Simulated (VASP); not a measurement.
An input for Ansatz (written as the equivalent of a VASP run, and not itself run):

Ansatz 0.2 input:
```yaml
crystal:
  lattice:
    - [5.0395932, 0.0000000, 0.0000000]
    - [-2.5197966, 4.3644154, 0.0000000]
    - [0.0000000, 0.0000000, 5.9295655]
  atoms:
    - { symbol: S, position: [0.0000000, 1.0000000, 0.0000000] }
    - { symbol: Rb, position: [0.3333330, 0.6666670, 0.2281802] }
    - { symbol: Rb, position: [0.6666670, 0.3333330, 0.7718198] }
kpoints:
  mp_grid: { grid: [6, 6, 4] }
hamiltonian:
  xc: pbesol
  pseudopotentials: { kind: paw }
scf:
  occupations: { method: gaussian, width: 0.05 }
  max_iter: 100
relax:
  max_steps: 40
  f_tol: 0.01
  cell: { p_target: 30 }
output: { forces: true, stress: true, eigenvalues: true }
```

Question: Write the VASP files for the same calculation (PBEsol).

Answer: Several could match; the one computed here: 
### POSCAR
```
Rb2S
1
    5.0395931657    -0.0000000000     0.0000000000
   -2.5197965828     4.3644153837    -0.0000000000
    0.0000000000     0.0000000000     5.9295654941
S Rb
1 2
Direct
  0.0000000000   1.0000000000   0.0000000000
  0.3333330000   0.6666670000   0.2281802306
  0.6666670000   0.3333330000   0.7718197694
```

**INCAR**
```
! general
SYSTEM  = Rb2S
PREC    = Accurate
ENCUT   = 480
LREAL   = .FALSE.
LASPH   = .TRUE.   ! aspherical one-centre terms

! electronic loop
EDIFF   = 1E-7
NELM    = 100
ALGO    = Normal   ! blocked Davidson
LMAXMIX = 4   ! l cut-off of mixed one-centre charges

! smearing
ISMEAR  = 0
SIGMA   = 0.05   ! width (eV)

! functional
GGA     = PS   ! PBEsol

! ions
IBRION  = 2
NSW     = 40
ISIF    = 3   ! ions, shape and volume
EDIFFG  = -0.01
PSTRESS = 300

! output
LWAVE   = .FALSE.
LCHARG  = .FALSE.
```

File KPOINTS:
```
kpoints
0
G
6 6 4
```

POTCAR, in this order: S Rb_sv (PBE.64 set). Program: vasp_std.

The two are equivalent in intent, not identical: each code has its own PAW files, so the cut-off isn't converted (ENCUT is set for VASP's; basis.ecutwfc is left out, and Ansatz then takes the one that its files recommend); Ansatz stops its SCF on the density residual and VASP on the energy change (EDIFF).

The structure was generated: Rb2S was put into the CdI2 type (P-3m1), which need not be its known phase. This run relaxes it under an external pressure of 30 GPa. Symmetry was kept, so distortions that lower it aren't found. The k-mesh is coarse (spacing up to 0.49 per Å, 2π included), so the numbers may not be converged in it.
